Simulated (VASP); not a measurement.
VASP input:

**KPOINTS**
```
Automatic mesh
0
Gamma
5 5 5
0 0 0
```

File POSCAR:
```
HgTe
1
    0.0000000000     3.2946000000     3.2946000000
    3.2946000000     0.0000000000     3.2946000000
    3.2946000000     3.2946000000     0.0000000000
Hg Te
1 1
Direct
  0.0000000000   0.0000000000   0.0000000000
  0.2500000000   0.2500000000   0.2500000000
```

INCAR:
```
SYSTEM = HgTe
PREC = Accurate
ENCUT = 180
EDIFF = 1E-6
NELM = 100
ALGO = Normal
LREAL = .FALSE.
LASPH = .TRUE.
ISMEAR = 0
SIGMA = 0.05
GGA = PE
LMAXMIX = 6
LWAVE = .FALSE.
LCHARG = .FALSE.
ISIF = 3
IBRION = 2
NSW = 40
EDIFFG = -0.01
```

POTCAR, in this order: Hg Te (PBE.64 set). Program: vasp_std.

The resulting files:

File standard output:
```
...
 trial: gam= 0.00000 g(F)=  0.278E-46 g(S)=  0.627E+01 ort = 0.000E+00 (trialstep = 0.100E+01)
 search vector abs. value=  0.627E+01
 bond charge predicted
       N       E                     dE             d eps       ncg     rms          rms(c)
DAV:   1    -0.994019051332E+02   -0.96137E+02   -0.15722E+03   275   0.413E+02    0.197E+02
DAV:   2    -0.978052056924E+00    0.98424E+02   -0.34511E+02   270   0.200E+02    0.641E+01
DAV:   3     0.412295493075E+01    0.51010E+01   -0.23366E+01   300   0.519E+01    0.317E+01
DAV:   4     0.698837320145E+01    0.28654E+01   -0.45305E+00   270   0.213E+01    0.200E+01
DAV:   5     0.690215824575E+01   -0.86215E-01   -0.36028E-01   300   0.775E+00    0.125E+01
DAV:   6     0.709345969201E+01    0.19130E+00   -0.51740E-01   275   0.554E+00    0.670E+00
DAV:   7     0.710305539236E+01    0.95957E-02   -0.47529E-02   288   0.243E+00    0.176E+00
DAV:   8     0.710294287440E+01   -0.11252E-03   -0.11625E-03   310   0.331E-01    0.662E-01
DAV:   9     0.710235216148E+01   -0.59071E-03   -0.31495E-04   275   0.218E-01    0.317E-01
DAV:  10     0.710235192353E+01   -0.23796E-06   -0.10501E-04   305   0.143E-01    0.714E-02
DAV:  11     0.710235247377E+01    0.55024E-06   -0.12623E-06   195   0.101E-02
   2 F= 0.71023525E+01 E0= 0.71030295E+01  d E =0.103677E+02
 trial-energy change:   10.367733  1 .order   11.124017   -6.272478   28.520513
 step:   0.2012(harm=  0.1803)  dis= 0.00000  next Energy=    -3.902695 (dE=-0.637E+00)
 bond charge predicted
       N       E                     dE             d eps       ncg     rms          rms(c)
DAV:   1    -0.474204946041E+02   -0.54523E+02   -0.10624E+03   265   0.378E+02    0.873E+01
DAV:   2    -0.139894026383E+02    0.33431E+02   -0.78034E+01   265   0.860E+01    0.440E+01
DAV:   3    -0.751020051319E+01    0.64792E+01   -0.59977E+00   260   0.274E+01    0.401E+01
DAV:   4    -0.396417387058E+01    0.35460E+01   -0.70210E+00   265   0.259E+01    0.101E+01
DAV:   5    -0.394670802310E+01    0.17466E-01   -0.18419E-01   275   0.394E+00    0.667E+00
DAV:   6    -0.392641010641E+01    0.20298E-01   -0.24600E-02   283   0.160E+00    0.111E+00
DAV:   7    -0.392612458747E+01    0.28552E-03   -0.55823E-03   285   0.673E-01    0.263E-01
DAV:   8    -0.392658594874E+01   -0.46136E-03   -0.46965E-04   295   0.181E-01    0.177E-01
DAV:   9    -0.392662644545E+01   -0.40497E-04   -0.61963E-05   300   0.561E-02    0.379E-02
DAV:  10    -0.392664242409E+01   -0.15979E-04   -0.16992E-05   280   0.285E-02    0.130E-02
DAV:  11    -0.392664265998E+01   -0.23589E-06   -0.13329E-06   215   0.135E-02
   3 F= -.39266427E+01 E0= -.39263341E+01  d E =-.661262E+00
 curvature:  -0.09 expect dE=-0.237E-02 dE for cont linesearch -0.237E-02
 ZBRENT: interpolating
 opt :   0.2125  next Energy=    -3.928922 (dE=-0.664E+00)
 bond charge predicted
       N       E                     dE             d eps       ncg     rms          rms(c)
DAV:   1    -0.393868760963E+01   -0.12045E-01   -0.18550E-01   280   0.481E+00    0.522E-01
DAV:   2    -0.393082228059E+01    0.78653E-02   -0.17115E-02   265   0.177E+00    0.244E-01
DAV:   3    -0.392983061509E+01    0.99167E-03   -0.28801E-03   280   0.535E-01    0.183E-01
DAV:   4    -0.392974120258E+01    0.89413E-04   -0.28314E-04   280   0.149E-01    0.288E-02
DAV:   5    -0.392973477206E+01    0.64305E-05   -0.39720E-05   288   0.795E-02    0.222E-02
DAV:   6    -0.392973648613E+01   -0.17141E-05   -0.70299E-06   285   0.221E-02    0.536E-03
DAV:   7    -0.392973617292E+01    0.31321E-06   -0.62175E-07   165   0.884E-03
   4 F= -.39297362E+01 E0= -.39294276E+01  d E =-.664355E+00
 curvature:  -0.09 expect dE=-0.185E-03 dE for cont linesearch -0.185E-03
 ZBRENT: interpolating
 opt :   0.2169  next Energy=    -3.929995 (dE=-0.665E+00)
 bond charge predicted
       N       E                     dE             d eps       ncg     rms          rms(c)
DAV:   1    -0.393142446577E+01   -0.16880E-02   -0.29347E-02   270   0.192E+00    0.209E-01
DAV:   2    -0.393017649825E+01    0.12480E-02   -0.26940E-03   260   0.703E-01    0.985E-02
DAV:   3    -0.393001957919E+01    0.15692E-03   -0.45708E-04   270   0.215E-01    0.744E-02
DAV:   4    -0.393000774309E+01    0.11836E-04   -0.45602E-05   280   0.601E-02    0.114E-02
DAV:   5    -0.393000708224E+01    0.66085E-06   -0.65897E-06   273   0.325E-02
   5 F= -.39300071E+01 E0= -.39296986E+01  d E =-.664626E+00
 curvature:  -0.12 expect dE=-0.995E-07 dE for cont linesearch -0.995E-07
 trial: gam= 0.00000 g(F)=  0.122E-44 g(S)=  0.822E-06 ort =-0.227E-02 (trialstep = 0.843E+00)
 search vector abs. value=  0.822E-06
 reached required accuracy - stopping structural energy minimisation
```

File OUTCAR:
```
------------------------ aborting loop because EDIFF is reached ----------------------------------------
  FORCE on cell =-STRESS in cart. coord.  units (eV):
  Direction    XX          YY          ZZ          XY          YZ          ZX
  --------------------------------------------------------------------------------------
  Total        0.0033695      0.0033695      0.0033695      0.0000000      0.0000000     -0.0000000
  in kB        0.0876817      0.0876817      0.0876817      0.0000000      0.0000000     -0.0000000
  external PRESSURE =       0.0876817 kB  Pullay stress =       0.0000000 kB
  volume of cell :       61.57
      direct lattice vectors                 reciprocal lattice vectors
     0.000000000  3.134106164  3.134106164    -0.159535119  0.159535119  0.159535119
     3.134106164  0.000000000  3.134106164     0.159535119 -0.159535119  0.159535119
     3.134106164  3.134106164  0.000000000     0.159535119  0.159535119 -0.159535119
 POSITION                                       TOTAL-FORCE (eV/Angst)
 -----------------------------------------------------------------------------------
      0.00000      0.00000      0.00000        -0.000000     -0.000000     -0.000000
      1.56705      1.56705      1.56705         0.000000      0.000000      0.000000
 -----------------------------------------------------------------------------------
    total drift:                               -0.000002     -0.000002     -0.000002
  FREE ENERGIE OF THE ION-ELECTRON SYSTEM (eV)
  ---------------------------------------------------
  free  energy   TOTEN  =        -3.9300070822 eV

  energy  without entropy=       -3.9293900330  energy(sigma->0) =       -3.92969856

 reached required accuracy - stopping structural energy minimisation
```
(Selected blocks of OUTCAR.)

Problem. Read the log: what went wrong, and how is it fixed?

Solution. The cause: ENCUT is too low for a cell relaxation, so Pulay stress biases the volume. The run ends without an error. Against the sound run, the energy per atom (σ→0) falls by 0.153 eV/atom; the pressure rises by 0.01 GPa; the volume drops by 17 %. To mend it, set ENCUT = 400.

The mended run (PBE GGA, plane waves, VASP's PBE PAW potentials (set 64)) converges, and its OSZICAR ends with
```
   3 F= -.36245495E+01 E0= -.36242410E+01  d E =-.852455E-02
```

The compound is HgTe in the zinc blende structure.
